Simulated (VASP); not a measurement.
All values below come from eigenvalue-self-consistent GW0 on PBE orbitals, VASP's PBE PAW potentials (set 64) (plane waves; VASP).

Input for VASP

**KPOINTS**
```
K-points
0
Gamma
4 4 4
```

### POSCAR
```
BAs
1.0
  0.0000000000   2.3900000000   2.3900000000
  2.3900000000   0.0000000000   2.3900000000
  2.3900000000   2.3900000000   0.0000000000
B As
1 1
direct
  0.0000000000   0.0000000000   0.0000000000
  0.2500000000   0.2500000000   0.2500000000
```

**INCAR**
```
SYSTEM = BAs
PREC = Normal
ENCUT = 500
ALGO = EVGW0
LREAL = .FALSE.
LASPH = .TRUE.
ISMEAR = 0
SIGMA = 0.01
GGA = PE
LWAVE = .FALSE.
LCHARG = .FALSE.
NELMGW = 4
NBANDS = 160
NOMEGA = 64
ENCUTGW = 200
NBANDSGW = 12
LSPECTRALGW = .TRUE.
```

POTCAR, in this order: B_GW As_GW (PBE.64 set). Program: vasp_std. Read from the step before: WAVECAR, WAVEDER.

Output

**OSZICAR**
```
energies w=
    0.000    0.000    0.600    0.000    1.198    0.000    1.794    0.000
    2.386    0.000    2.973    0.000    3.553    0.000    4.128    0.000
    4.694    0.000    5.254    0.000    5.805    0.000    6.349    0.000
    6.886    0.000    7.415    0.000    7.937    0.000    8.454    0.000
    8.965    0.000    9.472    0.000    9.974    0.000   10.474    0.000
   10.972    0.000   11.470    0.000   11.967    0.000   12.466    0.000
   12.968    0.000   13.473    0.000   13.984    0.000   14.502    0.000
   15.029    0.000   15.565    0.000   16.113    0.000   16.676    0.000
   17.255    0.000   17.852    0.000   18.471    0.000   19.115    0.000
   19.787    0.000   20.490    0.000   21.230    0.000   22.012    0.000
   22.841    0.000   23.725    0.000   24.671    0.000   25.689    0.000
   26.792    0.000   27.991    0.000   29.305    0.000   30.752    0.000
   32.359    0.000   34.157    0.000   36.184    0.000   38.492    0.000
   41.146    0.000   44.234    0.000   47.876    0.000   52.236    0.000
   57.552    0.000   64.174    0.000   72.648    0.000   83.866    0.000
   99.399    0.000  122.290    0.000  159.309    0.000  229.186    0.000
NQ=   1    0.0000    0.0000    0.0000,
 performed        110000 updates of chi_q(r,r)
NQ=   2    0.2500    0.0000    0.0000,
 performed        328000 updates of chi_q(r,r)
NQ=   3    0.5000    0.0000    0.0000,
 performed        515000 updates of chi_q(r,r)
NQ=   4    0.2500    0.2500    0.0000,
 performed        733000 updates of chi_q(r,r)
NQ=   5    0.5000    0.2500    0.0000,
 performed       1035000 updates of chi_q(r,r)
NQ=   6   -0.2500    0.2500    0.0000,
 performed       1306000 updates of chi_q(r,r)
NQ=   7    0.5000    0.5000    0.0000,
 performed       1470000 updates of chi_q(r,r)
NQ=   8   -0.2500    0.5000    0.2500,
 performed       1680000 updates of chi_q(r,r)
 resolving degeneracies of screened two electron integrals
NQ=   1    0.0000    0.0000    0.0000,
 performed        110000 updates of chi_q(r,r)
NQ=   2    0.2500    0.0000    0.0000,
 performed        328000 updates of chi_q(r,r)
NQ=   3    0.5000    0.0000    0.0000,
 performed        515000 updates of chi_q(r,r)
NQ=   4    0.2500    0.2500    0.0000,
 performed        733000 updates of chi_q(r,r)
NQ=   5    0.5000    0.2500    0.0000,
 performed       1035000 updates of chi_q(r,r)
NQ=   6   -0.2500    0.2500    0.0000,
 performed       1306000 updates of chi_q(r,r)
NQ=   7    0.5000    0.5000    0.0000,
 performed       1470000 updates of chi_q(r,r)
NQ=   8   -0.2500    0.5000    0.2500,
 performed       1680000 updates of chi_q(r,r)
 resolving degeneracies of screened two electron integrals
NQ=   1    0.0000    0.0000    0.0000,
 performed        110000 updates of chi_q(r,r)
NQ=   2    0.2500    0.0000    0.0000,
 performed        328000 updates of chi_q(r,r)
NQ=   3    0.5000    0.0000    0.0000,
 performed        515000 updates of chi_q(r,r)
NQ=   4    0.2500    0.2500    0.0000,
 performed        733000 updates of chi_q(r,r)
NQ=   5    0.5000    0.2500    0.0000,
 performed       1035000 updates of chi_q(r,r)
NQ=   6   -0.2500    0.2500    0.0000,
 performed       1306000 updates of chi_q(r,r)
NQ=   7    0.5000    0.5000    0.0000,
 performed       1470000 updates of chi_q(r,r)
NQ=   8   -0.2500    0.5000    0.2500,
 performed       1680000 updates of chi_q(r,r)
 resolving degeneracies of screened two electron integrals
NQ=   1    0.0000    0.0000    0.0000,
 performed        110000 updates of chi_q(r,r)
NQ=   2    0.2500    0.0000    0.0000,
 performed        328000 updates of chi_q(r,r)
NQ=   3    0.5000    0.0000    0.0000,
 performed        515000 updates of chi_q(r,r)
NQ=   4    0.2500    0.2500    0.0000,
 performed        733000 updates of chi_q(r,r)
NQ=   5    0.5000    0.2500    0.0000,
 performed       1035000 updates of chi_q(r,r)
NQ=   6   -0.2500    0.2500    0.0000,
 performed       1306000 updates of chi_q(r,r)
NQ=   7    0.5000    0.5000    0.0000,
 performed       1470000 updates of chi_q(r,r)
NQ=   8   -0.2500    0.5000    0.2500,
 performed       1680000 updates of chi_q(r,r)
 resolving degeneracies of screened two electron integrals
```

File OUTCAR:
```


 k-point   1 :       0.0000    0.0000    0.0000
  band No. old QP-enery  QP-energies   sigma(KS)   T+V_ion+V_H  V^pw_x(r,r')   Z            occupation Imag(sigma)

      1     -10.2897     -10.3017     -12.7371       2.4305     -19.5729       0.7125       2.0000       1.2457
      2       5.4736       5.4705     -13.3047      18.7744     -14.3070       0.7919       2.0000       0.0424
      3       5.4736       5.4705     -13.3047      18.7744     -14.3070       0.7919       2.0000       0.0424
      4       5.4736       5.4705     -13.3047      18.7744     -14.3070       0.7919       2.0000       0.0424
      5       9.6669       9.6659     -11.1509      20.8165      -6.5768       0.7873       0.0000      -0.0731
      6       9.6669       9.6659     -11.1509      20.8165      -6.5768       0.7873       0.0000      -0.0731
      7       9.6669       9.6659     -11.1509      20.8165      -6.5768       0.7873       0.0000      -0.0731
      8      11.3062      11.3054     -12.1248      23.4300      -6.4580       0.7582       0.0000      -0.1175
      9      15.6582      15.6581      -8.9689      24.6270      -3.0314       0.7873       0.0000      -0.2542
     10      19.0388      19.0385     -10.4649      29.5032      -4.3606       0.7745       0.0000      -0.3073
     11      19.0388      19.0385     -10.4649      29.5032      -4.3606       0.7745       0.0000      -0.3073
     12      20.4640      20.4639      -9.0574      29.5213      -2.4923       0.7907       0.0000      -0.5005

 k-point   2 :       0.2500    0.0000    0.0000
  band No. old QP-enery  QP-energies   sigma(KS)   T+V_ion+V_H  V^pw_x(r,r')   Z            occupation Imag(sigma)

      1      -9.2266      -9.2382     -12.7727       3.5297     -19.2691       0.7024       2.0000       1.0912
      2       0.3499       0.3444     -12.7138      13.0563     -15.3152       0.7570       2.0000       0.1240
      3       4.2944       4.2909     -13.0904      17.3804     -14.4100       0.7880       2.0000       0.0504
      4       4.2944       4.2909     -13.0904      17.3804     -14.4100       0.7880       2.0000       0.0504
      5       9.4536       9.4525     -11.3757      20.8279      -6.5563       0.7815       0.0000      -0.0783
      6      11.0534      11.0526     -11.1905      22.2429      -6.2004       0.7778       0.0000      -0.0945
      7      11.0534      11.0526     -11.1905      22.2429      -6.2004       0.7778       0.0000      -0.0945
      8      14.3592      14.3590     -11.4523      25.8111      -5.1356       0.7471       0.0000      -0.2173
      9      17.3125      17.3122      -9.9065      27.2187      -3.9818       0.7786       0.0000      -0.2784
     10      17.3125      17.3122      -9.9065      27.2187      -3.9818       0.7786       0.0000      -0.2784
     11      17.4084      17.4084      -9.1182      26.5265      -2.9614       0.7773       0.0000      -0.3254
     12      20.8892      20.8893      -9.7886      30.6780      -2.9947       0.7640       0.0000      -0.5340

 k-point   3 :       0.5000    0.0000    0.0000
  band No. old QP-enery  QP-energies   sigma(KS)   T+V_ion+V_H  V^pw_x(r,r')   Z            occupation Imag(sigma)

      1      -7.2589      -7.2685     -13.0511       5.7791     -18.8289       0.7303       2.0000       0.8273
      2      -3.6204      -3.6285     -12.2750       8.6434     -16.6062       0.7287       2.0000       0.3921
      3       3.5763       3.5725     -13.1119      16.6833     -14.7380       0.7823       2.0000       0.0585
      4       3.5763       3.5725     -13.1119      16.6833     -14.7380       0.7823       2.0000       0.0585
      5       9.0452       9.0440     -11.4085      20.4522      -6.6325       0.7831       0.0000      -0.0747
      6      11.1214      11.1207     -10.6915      21.8120      -5.6535       0.7846       0.0000      -0.0977
      7      11.1214      11.1207     -10.6915      21.8120      -5.6535       0.7846       0.0000      -0.0977
      8      15.0652      15.0651      -9.5819      24.6470      -3.2567       0.7610       0.0000      -0.2429
      9      19.0425      19.0428     -10.2299      29.2728      -3.3576       0.7533       0.0000      -0.4182
     10      20.8124      20.8124     -10.5623      31.3747      -3.5476       0.7596       0.0000      -0.5617
     11      20.8124      20.8124     -10.5623      31.3747      -3.5476       0.7596       0.0000      -0.5617
     12      22.6323      22.6325     -11.2798      33.9124      -3.7320       0.7456       0.0000      -0.8118

 k-point   4 :       0.2500    0.2500    0.0000
  band No. old QP-enery  QP-energies   sigma(KS)   T+V_ion+V_H  V^pw_x(r,r')   Z            occupation Imag(sigma)

      1      -8.8532      -8.8644     -12.7689       3.9000     -19.1513       0.7102       2.0000       1.0492
      2       1.2234       1.2183     -13.2806      14.4973     -15.6240       0.7643       2.0000       0.1032
      3       2.6651       2.6608     -12.7838      15.4435     -14.6021       0.7772       2.0000       0.0684
      4       2.6651       2.6608     -12.7838      15.4435     -14.6021       0.7772       2.0000       0.0684
      5       7.8737       7.8724     -10.5604      18.4325      -6.2509       0.7959       0.0000      -0.0627
      6      10.7864      10.7857     -10.2517      21.0372      -5.0859       0.7835       0.0000      -0.0971
      7      13.8771      13.8767     -11.6783      25.5549      -5.8330       0.7606       0.0000      -0.1809
      8      13.8771      13.8767     -11.6783      25.5549      -5.8330       0.7606       0.0000      -0.1809
      9      16.6177      16.6177     -11.1501      27.7678      -4.6689       0.7634       0.0000      -0.3150
     10      20.1273      20.1275      -9.8959      30.0234      -3.2500       0.7690       0.0000      -0.4878
     11      20.5517      20.5515     -10.4782      31.0297      -4.0759       0.7749       0.0000      -0.4333
     12      23.3202      23.3202      -9.3487      32.6689      -2.4138       0.7683       0.0000      -0.7198

 k-point   5 :       0.5000    0.2500    0.0000
  band No. old QP-enery  QP-energies   sigma(KS)   T+V_ion+V_H  V^pw_x(r,r')   Z            occupation Imag(sigma)

      1      -6.8384      -6.8480     -13.0027       6.1511     -18.6055       0.7277       2.0000       0.7543
      2      -2.5372      -2.5446     -12.7817      10.2344     -16.7288       0.7333       2.0000       0.3021
      3       0.5480       0.5428     -12.4397      12.9810     -14.8606       0.7666       2.0000       0.1158
      4       2.1602       2.1557     -12.8177      14.9721     -14.8574       0.7733       2.0000       0.0766
      5       8.5891       8.5880     -10.3118      18.8995      -5.7493       0.7946       0.0000      -0.0696
      6      12.2498      12.2493     -10.9028      23.1519      -5.3194       0.7690       0.0000      -0.1315
      7      14.0035      14.0031     -11.1425      25.1455      -5.3462       0.7643       0.0000      -0.1774
      8      14.3422      14.3420     -11.2344      25.5763      -5.2235       0.7603       0.0000      -0.2033
      9      18.3469      18.3471     -10.9804      29.3275      -3.9246       0.7489       0.0000      -0.4362
     10      21.1550      21.1550     -10.5382      31.6932      -3.6414       0.7705       0.0000      -0.5664
     11      22.0392      22.0395     -10.5836      32.6231      -3.3154       0.7579       0.0000      -0.6911
     12      23.2440      23.2441     -10.1200      33.3641      -3.0999       0.7545       0.0000      -0.7010

 k-point   6 :      -0.2500    0.2500    0.0000
  band No. old QP-enery  QP-energies   sigma(KS)   T+V_ion+V_H  V^pw_x(r,r')   Z            occupation Imag(sigma)

      1      -7.6431      -7.6530     -12.9105       5.2538     -18.8258       0.7287       2.0000       0.8749
      2      -1.4171      -1.4239     -12.9488      11.5225     -16.4151       0.7389       2.0000       0.2165
      3       0.1796       0.1743     -12.2368      12.4094     -14.7657       0.7626       2.0000       0.1261
      4       3.4287       3.4248     -13.0154      16.4391     -14.6166       0.7826       2.0000       0.0588
      5       9.8379       9.8370     -10.7339      20.5706      -5.8645       0.7852       0.0000      -0.0814
      6      12.5780      12.5774     -11.2284      23.8057      -5.6350       0.7637       0.0000      -0.1426
      7      13.4221      13.4218     -11.1917      24.6133      -5.4406       0.7664       0.0000      -0.1602
      8      13.7082      13.7079     -11.1409      24.8487      -5.1737       0.7592       0.0000      -0.1793
      9      16.4104      16.4100      -9.8711      26.2810      -4.1999       0.7881       0.0000      -0.2300
     10      18.3783      18.3784     -10.4225      28.8010      -3.6980       0.7544       0.0000      -0.4093
     11      22.0041      22.0044     -10.7517      32.7562      -3.3439       0.7582       0.0000      -0.7128
     12      23.3429      23.3429      -9.5374      32.8803      -2.6779       0.7656       0.0000      -0.6417

 k-point   7 :       0.5000    0.5000    0.0000
  band No. old QP-enery  QP-energies   sigma(KS)   T+V_ion+V_H  V^pw_x(r,r')   Z            occupation Imag(sigma)

      1      -5.8463      -5.8553     -13.0703       7.2116     -18.2260       0.7262       2.0000       0.5977
      2      -3.4048      -3.4133     -12.9030       9.4865     -17.3669       0.7192       2.0000       0.3989
      3       1.2170       1.2120     -12.7222      13.9326     -15.1095       0.7637       2.0000       0.0946
      4       1.2170       1.2120     -12.7222      13.9326     -15.1095       0.7637       2.0000       0.0946
      5       7.4762       7.4749     -10.1693      17.6439      -5.8207       0.7982       0.0000      -0.0633
      6       7.6381       7.6370      -9.9713      17.6080      -5.5888       0.8018       0.0000      -0.0636
      7      17.9069      17.9071     -11.9312      29.8383      -4.4983       0.7267       0.0000      -0.4809
      8      17.9069      17.9071     -11.9312      29.8383      -4.4983       0.7267       0.0000      -0.4809
      9      19.3641      19.3645     -11.3507      30.7153      -3.8665       0.7340       0.0000      -0.5251
...
```
(Selected blocks of OUTCAR.)

The mesh is coarse and the basis finite, so the quasiparticle values are not converged.

The compound is BAs in the zinc blende structure. The cell was not relaxed at this level. The k-mesh is coarse (spacing up to 0.57 per Å, 2π included), so the numbers may not be converged in it.
